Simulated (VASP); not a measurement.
# MgS (relaxed from the zincblende structure, space group F-43m): computed properties

Level of theory: r2SCAN meta-GGA, VASP's PBE PAW potentials (set 64) (plane waves; VASP).

| Item | Value |
|---|---|
| space group | F-43m (216) |
| cell | a = b = c = 5.653 Å, α = β = γ = 90.00° |
| volume per atom | 22.58 Å^3/atom |
| band gap (over mesh and band path) | 4.15 eV |
| smallest direct gap (over mesh and band path) | 4.15 eV |
| Hill bulk modulus | 61.1 GPa |
| Hill shear modulus | 21.7 GPa |
| Poisson's ratio | 0.342 |
| band-edge character | direct, Γ to Γ |
| density | 2.07 g/cm³ |
| mean ε∞ (independent particles) | 4.02 |
| optical Γ-point spectrum | 339 (×3) cm⁻¹ |
| C11 | 76.7 GPa |
| C12 | 53.3 GPa |
| C44 | 32.7 GPa |

```
MgS
1.0
    0.00000     2.82653     2.82653
    2.82653     0.00000     2.82653
    2.82653     2.82653     0.00000
S Mg
1 1
Cartesian
  1.41326   1.41326   1.41326
  0.00000   0.00000   0.00000
```

The structure was generated: MgS was put into the zincblende type (F-43m), which need not be its known phase. It was relaxed first. Symmetry was kept, so distortions that lower it aren't found.
